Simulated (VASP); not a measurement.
An input for Quantum ESPRESSO's pw.x (written as the equivalent of a VASP run, and not itself run):

```
&CONTROL
  calculation = 'vc-relax'
  pseudo_dir = './pseudo'
  outdir = './out'
  tprnfor = .true.
  tstress = .true.
  nstep = 40
  forc_conv_thr = 0.00078
/
&SYSTEM
  ibrav = 0
  nat = 2
  ntyp = 2
  ecutwfc = 88
  occupations = 'smearing'
  smearing = 'gaussian'
  degauss = 0.003675
  input_dft = 'pbesol'
/
&ELECTRONS
  conv_thr = 7.3e-08
  electron_maxstep = 100
/
&IONS
/
&CELL
  press = 100
/
ATOMIC_SPECIES
  Be 9.012 Be.upf
  Se 78.971 Se.upf
CELL_PARAMETERS angstrom
    -0.0000000    2.4808527    2.4808527
     2.4808527    0.0000000    2.4808527
     2.4808527    2.4808527   -0.0000000
ATOMIC_POSITIONS crystal
  Be   0.0000000  0.0000000  0.0000000
  Se   0.2500000  0.2500000  0.2500000
K_POINTS automatic
  9 9 9 0 0 0
```

### Question
Write the VASP files for the same calculation (PBEsol).

### Answer
One answer among several that fit: 
INCAR:
```
ALGO = Normal
EDIFF = 1E-6
EDIFFG = -0.02
ENCUT = 500
GGA = PS
IBRION = 2
ISIF = 3
ISMEAR = 0
LASPH = .TRUE.
LCHARG = .FALSE.
LMAXMIX = 4
LREAL = .FALSE.
LWAVE = .FALSE.
NELM = 100
NSW = 40
PREC = Accurate
PSTRESS = 100
SIGMA = 0.05
SYSTEM = BeSe
```

File POSCAR:
```
BeSe
1
   -0.0000000000     2.4808526624     2.4808526624
    2.4808526624     0.0000000000     2.4808526624
    2.4808526624     2.4808526624    -0.0000000000
Be Se
1 1
Direct
  0.0000000000   0.0000000000   0.0000000000
  0.2500000000   0.2500000000   0.2500000000
```

### KPOINTS
```
Automatic mesh
0
Gamma
9 9 9
0 0 0
```

POTCAR, in this order: Be Se (PBE.64 set). Program: vasp_std.

The two are equivalent in intent, not identical: the potentials are each code's own (VASP's PAW set, PseudoDojo norm-conserving files in pw.x), so ENCUT and ecutwfc are chosen apart and not converted; conv_thr bounds pw.x's estimated SCF error, while EDIFF bounds the energy change between steps; forc_conv_thr acts on force components and is met together with etot_conv_thr.

The compound is BeSe in the zinc blende structure. It was relaxed first under an external pressure of 10 GPa.
